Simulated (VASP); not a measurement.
# Al under a change of volume

How do stress and energy of Al follow a change of volume?

Main program and level: VASP 6.6.1; PBEsol; plane waves and PAW (Al), in the first sound run; inputs show where later runs differ.

This is a report of a sequence of runs, with most program output left out.

### Step 1. Set-up

It takes space group Fm-3m (No. 225, cubic). Conventional cell: a = 4.050 Å, b = 4.050 Å, c = 4.050 Å, α = 90.00°, β = 90.00°, γ = 90.00°. Nearest to Al lie 12 Al at 2.86 Å.

Coordinates:

```cif
data_structure
_symmetry_space_group_name_H-M 'P 1'
_symmetry_Int_Tables_number 1
_cell_length_a 2.8638
_cell_length_b 2.8638
_cell_length_c 2.8638
_cell_angle_alpha 60.000
_cell_angle_beta 60.000
_cell_angle_gamma 60.000
_cell_volume 16.61
loop_
_atom_site_label
_atom_site_type_symbol
_atom_site_fract_x
_atom_site_fract_y
_atom_site_fract_z
_atom_site_occupancy
Al1 Al 0.00000 0.00000 0.00000 1
```

### Step 2. Relax the crystal, PBEsol

The series starts from the cell that this level prefers, so that zero strain is near zero stress.

This step took 2 runs in a row; the last is shown.

Level: PBEsol; plane waves and PAW (Al).

File INCAR:

```
SYSTEM = Al
PREC = Accurate
ENCUT = 450
EDIFF = 1E-07
NELM = 120
ISMEAR = 1
SIGMA = 0.15
LREAL = .FALSE.
ALGO = Normal
GGA = PS
NBANDS = 7
LASPH = .TRUE.
LORBIT = 11
LWAVE = .FALSE.
LCHARG = .FALSE.
KPAR = 8
IBRION = 2
NSW = 40
ISIF = 3
EDIFFG = -0.005
POTIM = 0.4
```

File POSCAR:

```
Al
1.0
    0.0000000000      2.0077469265      2.0077469265
    2.0077469265      0.0000000000      2.0077469265
    2.0077469265      2.0077469265      0.0000000000
Al
1
Direct
    0.0000000000      0.0000000000      0.0000000000
```

File KPOINTS:

```
Automatic mesh
0
Gamma
25 25 25
0 0 0
```

Potentials, in the order of the species: Al (PBE family, release 64).

Command:

```sh
> mpirun -np 8 vasp_std
```

Elapsed: 8.4 s, on 8 MPI ranks of AMD EPYC 7R43, shared host; peak memory 0.91 GiB; 62 s of CPU time.

This run gave:

* energy(sigma→0) of the program: -4.0925 eV
* stress, compression positive: xx, yy, zz 0.00, 0.00, 0.00 GPa
* volume: 16.187 Å³
* ionic steps: 1

### Step 3. Relax at fixed volume, PBEsol

One member in full: the volume is scaled by 0.98, and the cell is held.

Level: PBEsol; plane waves and PAW (Al).

Edit INCAR of step 2 so:

```diff
@@ -15,7 +15,8 @@
 LCHARG = .FALSE.
-KPAR = 8
+KPAR = 2
 IBRION = 2
 NSW = 40
-ISIF = 3
-EDIFFG = -0.005
+ISIF = 2
+EDIFFG = -0.004
 POTIM = 0.4
+MAXMIX = 40
```

File POSCAR:

```
Al
1.0
    0.0000000000      1.9942717089      1.9942717089
    1.9942717089      0.0000000000      1.9942717089
    1.9942717089      1.9942717089      0.0000000000
Al
1
Direct
    0.0000000000      0.0000000000      0.0000000000
```

KPOINTS is that of step 2.

Command:

```sh
> mpirun -np 2 vasp_std
```

Wall time 19 s (2 MPI ranks); peak memory 0.23 GiB.

Numbers from this step:

```
energy(sigma→0) of the program : -4.0907 eV
stress, compression positive   : xx, yy, zz 1.75, 1.75, 1.75 GPa
ionic steps                    : 1
```

### Step 4. All members

The other members went through these steps as far as the tables show, with the same cutoff and, step by step, the same mesh; 9 runs are not shown. The session took 0.14 core hours (wall time by ranks) on a shared machine.

| volume over the relaxed volume | volume (Å³/atom) | pressure (GPa) | energy above the unstrained row, extrapolated to no smearing (meV/atom) |
| --- | --- | --- | --- |
| 0.940 | 15.215 | 5.877 | 17.033 |
| 0.960 | 15.539 | 3.705 | 7.322 |
| 0.980 | 15.863 | 1.751 | 1.781 |
| 0.990 | 16.025 | 0.850 | 0.445 |
| 1 | 16.187 | -0.004 | 0.000 |
| 1.010 | 16.349 | -0.812 | 0.401 |
| 1.020 | 16.510 | ? | ? |
| 1.040 | 16.834 | -2.982 | 6.231 |
| 1.060 | 17.158 | -4.234 | 13.557 |

### Step 5. A fit to the known rows

A least-squares cubic through the 8 rows shown, with u the logarithm of the volume ratio: pressure = − 122.4 u³ + 186.4 u² − 83.05 u − 0.003838 (GPa), r.m.s. residual 2.6e-4 GPa.

At u = 0.01980 this predicts -1.576 GPa.

### Step 6. The withheld row

The calculation gives -1.576 GPa, so the prediction is right to the last digit shown.

A cubic of the pressure in ln(V/V₀) through all rows has the slope −B at V₀: B = 83 GPa, and its curvature gives B′ = 4.5.

### Step 7. Outcome

```json
{"error of the predicted pressure": "0.000 GPa", "bulk modulus": "83 GPa"}
```

In words: These are static values: temperature and zero-point motion are left out. In a metal the slopes also depend on mesh and smearing, which were held through the series.

[Lines on the potential files, build, host, timing and source positions are cut from VASP's logs without a mark.]

[Logs are printed without paths, hosts, clocks, repeated set-up lines and the standing remarks that a program may print on its own settings, such as how far it seeks lower states.]

[Hosts, paths, dates, database ids (printed as entryN), source tags and the programs' standing remarks are cut or masked in the printed files.]

[In band tables of VASP the shares of atoms and orbitals are scaled to a sum of 1 inside the atoms' spheres.]
